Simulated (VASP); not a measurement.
An input for Quantum ESPRESSO's pw.x (written as the equivalent of a VASP run, and not itself run):

```
&CONTROL
  calculation = 'scf'
  pseudo_dir = './pseudo'
  outdir = './out'
  tprnfor = .true.
  tstress = .true.
/
&SYSTEM
  ibrav = 0
  nat = 3
  ntyp = 2
  ecutwfc = 84
  occupations = 'tetrahedra'
  input_dft = 'revpbe'
/
&ELECTRONS
  conv_thr = 7.3e-09
  electron_maxstep = 100
/
ATOMIC_SPECIES
  Ti 47.867 Ti.upf
  S 32.060 S.upf
CELL_PARAMETERS angstrom
     1.7237537   -2.9856293   -0.0000000
     1.7237537    2.9856293    0.0000000
     0.0000000    0.0000000    7.2310892
ATOMIC_POSITIONS crystal
  Ti   0.0000000  0.0000000  0.0000000
  S    0.3333330  0.6666670  0.1959860
  S    0.6666670  0.3333330  0.8040140
K_POINTS automatic
  8 8 4 0 0 0
```

Problem. Translate this input to VASP (INCAR, KPOINTS, POSCAR, choice of POTCAR).

Solution. One answer among several that fit: 
### KPOINTS
```
Automatic mesh
0
G
 8 8 4
```

### INCAR
```
! general
SYSTEM  = TiS2
PREC    = Accurate
ENCUT   = 520
LREAL   = .FALSE.
LASPH   = .TRUE.

! electronic loop
EDIFF   = 1E-7
NELM    = 100
ALGO    = Normal
LMAXMIX = 4

! smearing
ISMEAR  = -5

! functional
GGA     = RE

! ions
ISIF    = 2

! output
LWAVE   = .FALSE.
LCHARG  = .TRUE.
LORBIT  = 11
NEDOS   = 601

! other
LEFG    = .TRUE.
```

**POSCAR**
```
TiS2
1
    1.7237536547    -2.9856292927    -0.0000000000
    1.7237536547     2.9856292927     0.0000000000
    0.0000000000     0.0000000000     7.2310891929
Ti S
1 2
Direct
  0.0000000000   0.0000000000   0.0000000000
  0.3333330000   0.6666670000   0.1959859708
  0.6666670000   0.3333330000   0.8040140292
```

POTCAR, in this order: Ti_sv S (PBE.64 set). Program: vasp_std.

What does not carry over: the potentials are each code's own (VASP's PAW set, PseudoDojo norm-conserving files in pw.x), so ENCUT and ecutwfc are chosen apart and not converted; conv_thr bounds pw.x's estimated SCF error, while EDIFF bounds the energy change between steps; the field gradients of LEFG aren't asked of the other code.

The compound is TiS2 in the 1T layered structure. It was relaxed first, which changed the volume by +30 %.
